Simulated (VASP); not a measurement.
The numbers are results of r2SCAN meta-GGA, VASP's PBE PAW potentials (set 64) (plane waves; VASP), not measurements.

VASP ran on this input.

KPOINTS:
```
Automatic mesh
0
Gamma
15 15 8
0 0 0
```

**INCAR**
```
# general
SYSTEM  = Co
PREC    = Accurate
ENCUT   = 480
LREAL   = F
LASPH   = T

# electronic loop
EDIFF   = 1E-6
NELM    = 100
ALGO    = Normal
LMAXMIX = 4
LMIXTAU = T

# smearing
ISMEAR  = 1
SIGMA   = 0.1

# functional
METAGGA = R2SCAN

# spin
ISPIN   = 2
MAGMOM  = 1.7 1.7

# ions
IBRION  = 2
NSW     = 60
ISIF    = 3
EDIFFG  = -0.01

# output
LWAVE   = F
LCHARG  = F
LORBIT  = 10
```

### POSCAR
```
Co
1.0
  2.4646429528   0.0000000000   0.0000000000
 -1.2323214764   2.1344436321   0.0000000000
  0.0000000000   0.0000000000   4.0190816093
Co
2
Cartesian
  1.2323227087   0.7114804992   3.0143112070
 -0.0000012323   1.4229631329   1.0047704023
```

POTCAR, in this order: Co (PBE.64 set). Program: vasp_std.

Question: Estimate the energy per atom (σ→0), cell moment, band gap (on the k-mesh).

Answer: 
```
Property                                                    Result
------------------------  ----------------------------------------
energy per atom (σ→0)                              -13.205 eV/atom
cell moment                                                3.37 μB
band gap (on the k-mesh)  none (metal, semimetal or under 0.01 eV)
```

File OSZICAR:
```
...
DAV:   9    -0.264132855298E+02    0.19443E-01   -0.15407E-02 10714   0.187E+00    0.674E-01
DAV:  10    -0.264102163844E+02    0.30691E-02   -0.12492E-02 10610   0.206E+00    0.279E-01
DAV:  11    -0.264102423807E+02   -0.25996E-04   -0.82953E-04  9539   0.476E-01    0.148E-01
DAV:  12    -0.264102239516E+02    0.18429E-04   -0.46189E-05 12531   0.119E-01    0.960E-02
DAV:  13    -0.264102472363E+02   -0.23285E-04   -0.10286E-04 10468   0.181E-01    0.265E-02
DAV:  14    -0.264102462243E+02    0.10120E-05   -0.71556E-06  9447   0.496E-02    0.514E-03
DAV:  15    -0.264102460091E+02    0.21519E-06   -0.18861E-07  5009   0.534E-03
   1 F= -.26410246E+02 E0= -.26410176E+02  d E =-.264102E+02  mag=     3.3698
```

The compound is Co in the hcp structure. It was relaxed first. The start is the result of an earlier pass.
